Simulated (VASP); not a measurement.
Energy against volume of CsCl (CsCl type). Calculation: PBEsol GGA, VASP's PBE PAW potentials (set 64) (plane waves; VASP). Settings: 520 eV cut-off, 7×7×7 Γ-centred mesh, Gaussian smearing of 0.050 eV, potentials Cs_sv Cl.

```
V (Å³/atom)  E (eV/atom)
-----------  -----------
31.757          -3.41424
32.770          -3.42055
33.784          -3.42258
34.797          -3.42108
```

### Question
Fit these four points and predict the energy of the run at 35.811 Å³/atom.

### Answer
A cubic in V^(−2/3), the third-order Birch-Murnaghan form, passes through the four points with V0 = 33.83 Å³/atom and B0 = 18 GPa, and gives -3.4167 eV/atom there. The run gave -3.4166 eV/atom, +0.0 meV/atom from the fit; all five points give B0 = 18 GPa.

The compound is CsCl in the CsCl type structure. It was relaxed first.
